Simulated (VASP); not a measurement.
# CdF2: accuracy against cost in the k-mesh and PAW data sets, part 2 of 3

How sensitive are energy, pressure and forces of CdF2 to the k-mesh and PAW data sets? The atoms are off their equilibrium sites, so that forces can be compared too. The series runs use r2SCAN. Left out of this account: at least 1 further run (self-consistent run: it ended just at its time limit, and its output was not read). The atoms of the start are displaced at random from the sites of a Fm-3m cell.

VASP 6.6.1, plane waves and PAW; the level of theory is named at each step.

Still holding for the runs below: Spin-orbit coupling is off here; it would split degenerate levels.

So far. Step 6 (K-mesh: 6 6 6): Against the run before the energy moves by -0.02 meV an atom while the pressure stays within 0.01 GPa, after 16 cycles in 89 s.

### 7. K-mesh: 9 9 9

Level of this step: r2SCAN; plane waves and PAW (Cd, F) (VASP).

File INCAR:

```
SYSTEM = CdF2
PREC = Accurate
ENCUT = 520
EDIFF = 1E-06
NELM = 100
ISMEAR = -1
SIGMA = 0.05
LREAL = .FALSE.
ALGO = Normal
METAGGA = R2SCAN
LASPH = .TRUE.
NBANDS = 19
LORBIT = 11
LWAVE = .FALSE.
LCHARG = .FALSE.
KPAR = 4
ISIF = 2
```

File POSCAR:

```
CdF2
1.0
    0.0000000000      2.6940000000      2.6940000000
    2.6940000000      0.0000000000      2.6940000000
    2.6940000000      2.6940000000      0.0000000000
Cd F
1 2
Direct
    0.0015780000     -0.0004940000      0.0101050000
    0.2652150000      0.2526630000      0.2491490000
    0.7746410000      0.7377590000      0.7370220000
```

File KPOINTS:

```
Automatic mesh
0
Gamma
9 9 9
0 0 0
```

The projector-augmented-wave data sets are Cd and F (PBE family, release 64).

On the command line:

```console
$ mpirun -np 4 vasp_std
```

What it wrote:

```text
[... set-up lines as in an earlier step ...]
 entering main loop
       N       E                     dE             d eps       ncg     rms          rms(c)
DAV:   1     0.171838988644E+03    0.17184E+03   -0.15926E+04 14494   0.141E+03
DAV:   2    -0.342884006985E+02   -0.20613E+03   -0.19887E+03 14973   0.362E+02
DAV:   3    -0.430824074634E+02   -0.87940E+01   -0.87686E+01 15484   0.828E+01
DAV:   4    -0.431193531078E+02   -0.36946E-01   -0.36943E-01 14885   0.550E+00
[...]
DAV:  14    -0.336948599255E+02    0.40018E-05   -0.44334E-05 14419   0.629E-02    0.152E-02
DAV:  15    -0.336948589077E+02    0.10178E-05   -0.15647E-06 10249   0.115E-02    0.677E-03
DAV:  16    -0.336948586144E+02    0.29326E-06   -0.91256E-07  7506   0.892E-03
   1 F= -.33694859E+02 E0= -.33694859E+02  d E =-.264934E-10
```

It took 3.8 min on 4 MPI ranks of Intel Xeon Platinum 8259CL at 2.50GHz (Skylake/Cascade Lake), shared host; peak memory 1.4 GiB.

From OUTCAR (step 7):

```text
  Total        0.3583022      0.3492494      0.3334058     -0.0395175     -0.1895795     -0.0821053
  in kB       14.6803790     14.3094681     13.6603234     -1.6191124     -7.7674623     -3.3640224
  external PRESSURE =      14.2167235 kB  Pullay stress =       0.0000000 kB

 POSITION                                       TOTAL-FORCE (eV/Angst)
 -----------------------------------------------------------------------------------
      2.71989      0.03147      2.69692        -0.348027     -0.006305      0.233442
      1.35188      1.38570      1.39516        -0.085852     -0.052906     -0.167905
      3.97306      4.07242      4.07441         0.433879      0.059210     -0.065537
 -----------------------------------------------------------------------------------
    total drift:                               -0.000008     -0.000020      0.001040

  FREE ENERGIE OF THE ION-ELECTRON SYSTEM (eV)
  ---------------------------------------------------
  free  energy   TOTEN  =       -33.6948586144 eV

  energy  without entropy=      -33.6948586144  energy(sigma->0) =      -33.69485861

[... 1 part as in an earlier step ...]

[... 2 further parts left out ...]
[key lines of the parts left out:]
E-fermi :  -0.7463
```

Against the run before the energy moves by +0.05 meV an atom while the pressure stays within 0.01 GPa, after 16 cycles in 3.8 min.

### 8. K-mesh: 11 11 11

INCAR is that of step 7.

POSCAR is that of step 7.

File KPOINTS:

```
Automatic mesh
0
Gamma
11 11 11
0 0 0
```

On the command line:

```console
$ mpirun -np 4 vasp_std
```

What it wrote:

```text
[... set-up lines as in an earlier step ...]
 entering main loop
       N       E                     dE             d eps       ncg     rms          rms(c)
DAV:   1     0.171678515566E+03    0.17168E+03   -0.15919E+04 26372   0.142E+03
DAV:   2    -0.342383570593E+02   -0.20592E+03   -0.19852E+03 27382   0.362E+02
DAV:   3    -0.430812371355E+02   -0.88429E+01   -0.88162E+01 28246   0.829E+01
DAV:   4    -0.431193588751E+02   -0.38122E-01   -0.38119E-01 27160   0.554E+00
[...]
DAV:  14    -0.336948664811E+02    0.41221E-05   -0.45308E-05 26307   0.636E-02    0.153E-02
DAV:  15    -0.336948654580E+02    0.10231E-05   -0.15693E-06 19080   0.115E-02    0.683E-03
DAV:  16    -0.336948651560E+02    0.30198E-06   -0.92957E-07 13820   0.897E-03
   1 F= -.33694865E+02 E0= -.33694865E+02  d E =-.176729E-10
```

It took 7.3 min on 4 MPI ranks; peak memory 2.1 GiB.

Parts of OUTCAR (step 8):

```text
  Total        0.3581580      0.3491085      0.3332648     -0.0395179     -0.1895815     -0.0821074
  in kB       14.6744726     14.3036965     13.6545457     -1.6191300     -7.7675436     -3.3641100
  external PRESSURE =      14.2109049 kB  Pullay stress =       0.0000000 kB

 POSITION                                       TOTAL-FORCE (eV/Angst)
 -----------------------------------------------------------------------------------
      2.71989      0.03147      2.69692        -0.348026     -0.006305      0.233442
      1.35188      1.38570      1.39516        -0.085858     -0.052906     -0.167906
      3.97306      4.07242      4.07441         0.433884      0.059211     -0.065536
 -----------------------------------------------------------------------------------
    total drift:                               -0.000008     -0.000018      0.001040

  FREE ENERGIE OF THE ION-ELECTRON SYSTEM (eV)
  ---------------------------------------------------
  free  energy   TOTEN  =       -33.6948651560 eV

  energy  without entropy=      -33.6948651560  energy(sigma->0) =      -33.69486516

[... 1 part as in an earlier step ...]

[... 2 further parts left out ...]
[key lines of the parts left out:]
E-fermi :  -0.7253
```

Against the run before the energy stays within 0.01 meV an atom and the pressure within 0.01 GPa, after 16 cycles in 7.3 min.

### 9. The k-mesh series as a table

This step: convergence of r2SCAN results with the mesh; plane waves and PAW (VASP 6.6.1).

No new run; the numbers come from the runs before.

Differences are taken from the run with 11 11 11. Results of the series, by row:

| setting | status | energy less the reference (meV/atom) | pressure (GPa) | largest force difference (meV/Å) | gap (eV) | SCF cycles | wall time (s) |
| --- | --- | --- | --- | --- | --- | --- | --- |
| 2 2 2 | converged | 31.85 | 1.835 | 6.149 | 3.751 | 15 | 13.8 |
| 3 3 3 | converged | 1.948 | 1.382 | 0.773 | 3.89 | 15 | 16.6 |
| 4 4 4 | converged | 0.1947 | 1.349 | 0.09 | 3.749 | 15 | 34 |
| 5 5 5 | converged | -0.03633 | 1.427 | 0.003 | 3.806 | 16 | 52 |
| 6 6 6 | converged | -0.05142 | 1.423 | 0.002 | 3.769 | 16 | 89 |
| 9 9 9 | converged | 0.002183 | 1.422 | 0.006 | 3.762 | 16 | 225 |
| 11 11 11 | converged | 0 | 1.421 | 0 | 3.757 | 16 | 440.1 |
| 13 13 13 | timeout | - | - | - | - | - | 812.1 |

### 10. PAW data sets: minimal 64: Cd F

This step: r2SCAN; plane waves and PAW (Cd, F) (VASP 6.6.1).

Data sets differ in which electrons are valence and how hard the partial waves are.

INCAR is that of step 8.

POSCAR is that of step 8.

File KPOINTS:

```
Automatic mesh
0
Gamma
7 7 7
0 0 0
```

On the command line:

```console
$ mpirun -np 4 vasp_std
```

What it wrote:

```text
[... set-up lines as in an earlier step ...]
 entering main loop
       N       E                     dE             d eps       ncg     rms          rms(c)
DAV:   1     0.169300875439E+03    0.16930E+03   -0.15944E+04  6864   0.141E+03
DAV:   2    -0.342582866657E+02   -0.20356E+03   -0.19625E+03  7036   0.361E+02
DAV:   3    -0.430807464983E+02   -0.88225E+01   -0.87942E+01  7264   0.824E+01
DAV:   4    -0.431194044616E+02   -0.38658E-01   -0.38655E-01  7015   0.556E+00
DAV:   5    -0.431195300822E+02   -0.12562E-03   -0.12562E-03  7191   0.301E-01    0.875E+00
DAV:   6    -0.336489719565E+02    0.94706E+01   -0.41703E+00  6716   0.449E+01    0.948E+00
DAV:   7    -0.336704461076E+02   -0.21474E-01   -0.15091E+00  6878   0.111E+01    0.509E+00
DAV:   8    -0.337015719889E+02   -0.31126E-01   -0.18830E-01  6950   0.617E+00    0.176E+00
DAV:   9    -0.336938173303E+02    0.77547E-02   -0.69020E-02  6719   0.272E+00    0.244E-01
DAV:  10    -0.336950372586E+02   -0.12199E-02   -0.82767E-03  6884   0.878E-01    0.295E-01
DAV:  11    -0.336949749289E+02    0.62330E-04   -0.25980E-03  6737   0.486E-01    0.137E-01
DAV:  12    -0.336949154808E+02    0.59448E-04   -0.14881E-04  6872   0.222E-01    0.349E-02
DAV:  13    -0.336949044054E+02    0.11075E-04   -0.22317E-05  7055   0.525E-02    0.193E-02
DAV:  14    -0.336949001580E+02    0.42474E-05   -0.45872E-05  6830   0.641E-02    0.153E-02
DAV:  15    -0.336948991398E+02    0.10182E-05   -0.15784E-06  5047   0.116E-02    0.675E-03
DAV:  16    -0.336948988450E+02    0.29482E-06   -0.90210E-07  3748   0.883E-03
   1 F= -.33694899E+02 E0= -.33694899E+02  d E =-.127283E-10
```

Wall time 2.3 min (4 MPI ranks); peak memory 0.96 GiB.

From OUTCAR (step 10):

```text
   k-points           NKPTS =    172   k-points in BZ     NKDIM =    172   number of bands    NBANDS=     19

   NELECT =      26.0000    total number of electrons

 E-fermi :  -0.7084

 k-point     1 :       0.0000    0.0000    0.0000
  band No.  band energies     occupation
    ...
      9      -2.8379      2.00000
     10      -2.8170      2.00000
     11      -2.4280      2.00000
     12      -2.3711      2.00000
     13      -2.3109      2.00000
     14       1.8831      0.00000
     15      11.6935      0.00000
     16      11.7561      0.00000
     17      11.8304      0.00000
     18      16.0448      0.00000
    ...

  Total        0.3578708      0.3488205      0.3329760     -0.0395149     -0.1895702     -0.0821056
  in kB       14.6627063     14.2918948     13.6427138     -1.6190064     -7.7670824     -3.3640368
  external PRESSURE =      14.1991050 kB  Pullay stress =       0.0000000 kB

 POSITION                                       TOTAL-FORCE (eV/Angst)
 -----------------------------------------------------------------------------------
      2.71989      0.03147      2.69692        -0.348027     -0.006305      0.233442
      1.35188      1.38570      1.39516        -0.085859     -0.052906     -0.167907
      3.97306      4.07242      4.07441         0.433886      0.059211     -0.065535
 -----------------------------------------------------------------------------------
    total drift:                               -0.000005     -0.000022      0.001037

  FREE ENERGIE OF THE ION-ELECTRON SYSTEM (eV)
  ---------------------------------------------------
  free  energy   TOTEN  =       -33.6948988450 eV

  energy  without entropy=      -33.6948988450  energy(sigma->0) =      -33.69489884

[... 6 parts as in an earlier step ...]

[... 10 further parts left out ...]
```

Numbers from this step:

* irreducible k-points: 172
* Fermi energy: -0.7084 eV
* pressure: 1.420 GPa
* valence top at k: 0.2857, -0.2857, -0.4286
* gap on the k-mesh: 3.782 eV

The series starts at -11.2316 eV an atom and 1.42 GPa, after 16 cycles in 2.3 min.

### 11. PAW data sets: recommended 54: Cd F

INCAR is that of step 10.

POSCAR is that of step 10.

KPOINTS is that of step 10.

PAW data sets: Cd and F (PBE family, release 54).

On the command line:

```console
$ mpirun -np 4 vasp_std
```

What it wrote:

```text
[... set-up lines as in an earlier step ...]
 entering main loop
       N       E                     dE             d eps       ncg     rms          rms(c)
[... 16 cycles as in an earlier step ...]
   1 F= -.33694899E+02 E0= -.33694899E+02  d E =-.127283E-10
```

The job ended after 2.4 min (4 MPI ranks; peak memory 0.95 GiB).

OUTCAR, selected parts (step 11):

```text
[... 6 parts as in an earlier step ...]

[... 1 further part left out ...]
[key lines of the parts left out:]
E-fermi :  -0.7084
```

With 26 valence electrons the pressure is 1.42 GPa, +0.00 GPa from the first of the series, after 16 cycles in 2.4 min.

### 12. PAW data sets: GW 64: Cd sv GW F GW

This step: r2SCAN; plane waves and PAW (Cd_sv_GW, F_GW) (VASP 6.6.1).

Edit INCAR of step 11 so:

```diff
@@ -2,3 +2,3 @@
 PREC = Accurate
-ENCUT = 520
+ENCUT = 640
 EDIFF = 1E-06
@@ -11,3 +11,3 @@
 LASPH = .TRUE.
-NBANDS = 19
+NBANDS = 23
 LORBIT = 11
```

POSCAR is that of step 11.

KPOINTS is that of step 11.

PAW data sets: Cd_sv_GW and F_GW (PBE family, release 64).

On the command line:

```console
$ mpirun -np 4 vasp_std
```

What it wrote:

```text
[... set-up lines as in an earlier step ...]
 entering main loop
       N       E                     dE             d eps       ncg     rms          rms(c)
DAV:   1     0.664978212466E+03    0.66498E+03   -0.22323E+04  8079   0.234E+03
DAV:   2     0.300570062350E+02   -0.63492E+03   -0.58052E+03  7971   0.748E+02
DAV:   3    -0.452761700801E+02   -0.75333E+02   -0.73716E+02 12138   0.276E+02
DAV:   4    -0.476695209705E+02   -0.23934E+01   -0.23915E+01  8998   0.539E+01
[...]
DAV:  13    -0.338205211514E+02    0.33536E-05   -0.91952E-05 12001   0.162E-01    0.119E-02
DAV:  14    -0.338205197181E+02    0.14333E-05   -0.23487E-06  8055   0.223E-02    0.462E-03
DAV:  15    -0.338205197904E+02   -0.72284E-07   -0.63137E-07  5664   0.224E-02
   1 F= -.33820520E+02 E0= -.33820520E+02  d E =-.162559E-10
```

The job ended after 2.2 min (4 MPI ranks; peak memory 1.4 GiB).

OUTCAR, selected parts (step 12):

```text
  Total        0.0431934      0.0270705      0.0139534     -0.0327276     -0.1527587     -0.0734687
  in kB        1.7697228      1.1091350      0.5717007     -1.3409174     -6.2588402     -3.0101647
  external PRESSURE =       1.1501862 kB  Pullay stress =       0.0000000 kB

 POSITION                                       TOTAL-FORCE (eV/Angst)
 -----------------------------------------------------------------------------------
      2.71989      0.03147      2.69692        -0.309613     -0.005131      0.207053
      1.35188      1.38570      1.39516        -0.095618     -0.049175     -0.152318
      3.97306      4.07242      4.07441         0.405232      0.054306     -0.054734
 -----------------------------------------------------------------------------------
    total drift:                                0.002889      0.004835     -0.001054

  FREE ENERGIE OF THE ION-ELECTRON SYSTEM (eV)
  ---------------------------------------------------
  free  energy   TOTEN  =       -33.8205197904 eV

  energy  without entropy=      -33.8205197904  energy(sigma->0) =      -33.82051979

[... 3 further parts left out ...]
[key lines of the parts left out:]
E-fermi :   1.6585
```

With 34 valence electrons the pressure is 0.12 GPa, -1.30 GPa from the first of the series, after 15 cycles in 2.2 min.

### 13. PAW data sets: hard 64: Cd F h

This step: r2SCAN; plane waves and PAW (Cd, F_h) (VASP 6.6.1).

Edit INCAR of step 12 so:

```diff
@@ -2,3 +2,3 @@
 PREC = Accurate
-ENCUT = 640
+ENCUT = 1010
 EDIFF = 1E-06
@@ -11,3 +11,3 @@
 LASPH = .TRUE.
-NBANDS = 23
+NBANDS = 19
 LORBIT = 11
```

POSCAR is that of step 12.

KPOINTS is that of step 12.

PAW data sets: Cd and F_h (PBE family, release 64).

On the command line:

```console
$ mpirun -np 4 vasp_std
```

What it wrote:

```text
[... set-up lines as in an earlier step ...]
 entering main loop
       N       E                     dE             d eps       ncg     rms          rms(c)
DAV:   1     0.309814765524E+03    0.30981E+03   -0.22228E+04  6552   0.237E+03
DAV:   2    -0.131278763838E+02   -0.32294E+03   -0.30606E+03  8136   0.496E+02
DAV:   3    -0.455176275607E+02   -0.32390E+02   -0.32083E+02  7401   0.162E+02
DAV:   4    -0.459419352125E+02   -0.42431E+00   -0.42383E+00  7045   0.208E+01
[...]
DAV:  14    -0.337162471376E+02    0.39931E-06   -0.38143E-05  7022   0.569E-02    0.186E-02
DAV:  15    -0.337162454278E+02    0.17097E-05   -0.39282E-06  6344   0.211E-02    0.811E-03
DAV:  16    -0.337162452328E+02    0.19502E-06   -0.56534E-07  3565   0.954E-03
   1 F= -.33716245E+02 E0= -.33716245E+02  d E =-.106382E-09
```

Elapsed: 4.4 min, on 4 MPI ranks; peak memory 1.9 GiB.

[end of part 2 of 3]

[Lines on the potential files, build, host, timing and source positions are cut from VASP's logs without a mark.]

[Logs are printed without paths, hosts, clocks, repeated set-up lines and the standing remarks that a program may print on its own settings, such as how far it seeks lower states.]

[Hosts, paths, dates, database ids (printed as entryN), source tags and the programs' standing remarks are cut or masked in the printed files.]

[A measured line is paired with the nearest computed mode of its activity, which favours agreement.]

[In band tables of VASP the shares of atoms and orbitals are scaled to a sum of 1 inside the atoms' spheres.]
